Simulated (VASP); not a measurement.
Data:

```yaml
crystal:
  lattice:
    - [0.00000, 2.93125, 2.93125]
    - [2.93125, 0.00000, 2.93125]
    - [2.93125, 2.93125, 0.00000]
  atoms:
    - { symbol: Cd, position: [0.00000, 0.00000, 0.00000] }
    - { symbol: S, position: [0.25000, 0.25000, 0.25000] }
```

The numbers are results of r2SCAN+rVV10, VASP's PBE PAW potentials (set 64) (plane waves; VASP), not measurements. Settings: 520 eV cut-off, 9×9×9 Γ-centred mesh, tetrahedra with Blöchl corrections, potentials Cd S.

**Question.** Estimate the energy per atom (σ→0), band gap (over mesh and band path) with the smallest direct gap where there is one.

**Answer.** 
* **band gap (over mesh and band path)**: 1.50 eV
* **smallest direct gap (over mesh and band path)**: 1.50 eV
* **energy per atom (σ→0)**: -14.559 eV/atom

Total energies compare only between runs with the same potentials, cut-off and functional.

The compound is CdS in the zinc blende structure, a metastable form; wurtzite is the usual one. It was relaxed first.
